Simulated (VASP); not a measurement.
An input for Ansatz (written as the equivalent of a VASP run, and not itself run):

Ansatz 0.2 input:
```yaml
crystal:
  lattice:
    - [0.0000000, 1.7523452, 1.7523452]
    - [1.7523452, 0.0000000, 1.7523452]
    - [1.7523452, 1.7523452, 0.0000000]
  atoms:
    - { symbol: Cu, position: [0.0000000, 1.0000000, 1.0000000] }
kpoints:
  mp_grid: { grid: [16, 16, 16] }
hamiltonian:
  xc: pbe
  pseudopotentials: { kind: paw }
scf:
  occupations: { method: methfessel_paxton, width: 0.1 }
  max_iter: 100
relax:
  max_steps: 40
  f_tol: 0.01
  cell: { p_target: 20 }
output: { forces: true, stress: true, eigenvalues: true }
```

Question: Translate this input to VASP (INCAR, KPOINTS, POSCAR, choice of POTCAR).

Answer: One answer among several that fit: 
### INCAR
```
! general
SYSTEM   =  Cu
PREC     =  Accurate
ENCUT    =  480
LREAL    =  .False.
LASPH    =  .True.

! electronic loop
EDIFF    =  1E-7
NELM     =  100
ALGO     =  Normal
LMAXMIX  =  4

! smearing
ISMEAR   =  1
SIGMA    =  0.1

! functional
GGA      =  PE

! ions
IBRION   =  2
NSW      =  40
ISIF     =  3
EDIFFG   =  -0.01
PSTRESS  =  200

! output
LWAVE    =  .False.
LCHARG   =  .False.
```

File POSCAR:
```
Cu
1
    0.0000000000     1.7523452016     1.7523452016
    1.7523452016     0.0000000000     1.7523452016
    1.7523452016     1.7523452016    -0.0000000000
Cu
1
Direct
  0.0000000000   1.0000000000   1.0000000000
```

File KPOINTS:
```
K-points
0
Gamma
16 16 16
```

POTCAR, in this order: Cu (PBE.64 set). Program: vasp_std.

What does not carry over: each code has its own PAW files, so the cut-off isn't converted (ENCUT is set for VASP's; basis.ecutwfc is left out, and Ansatz then takes the one that its files recommend); Ansatz stops its SCF on the density residual and VASP on the energy change (EDIFF).

The compound is Cu in the fcc structure. This run relaxes it under an external pressure of 20 GPa. Symmetry was kept, so distortions that lower it aren't found.
